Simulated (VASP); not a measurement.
Here is the system:

```yaml
crystal:
  lattice:
    - [0.00000, 3.02500, 3.02500]
    - [3.02500, 0.00000, 3.02500]
    - [3.02500, 3.02500, 0.00000]
  atoms:
    - { symbol: Cu, position: [0.00000, 0.00000, 0.00000] }
    - { symbol: I, position: [0.25000, 0.25000, 0.25000] }
```

Computed with PBE GGA with D3 dispersion (Becke-Johnson damping), VASP's PBE PAW potentials (set 64) (plane waves; VASP 6.6.1). Run with 400 eV cut-off, 7×7×7 Γ-centred mesh, Gaussian smearing of 0.050 eV, potentials Cu I.

Task: Give the stress tensor in GPa (positive for a compressed cell).

Result: 
```
-1.85   0.00   0.00
 0.00  -1.85   0.00
 0.00   0.00  -1.85
```
The pressure is its mean diagonal, -1.85 GPa.

The compound is CuI in the zinc blende structure. The cell was not relaxed at this level. The run is one of a series of settings (IVDW = 12 against the base run), some of them coarse on purpose.
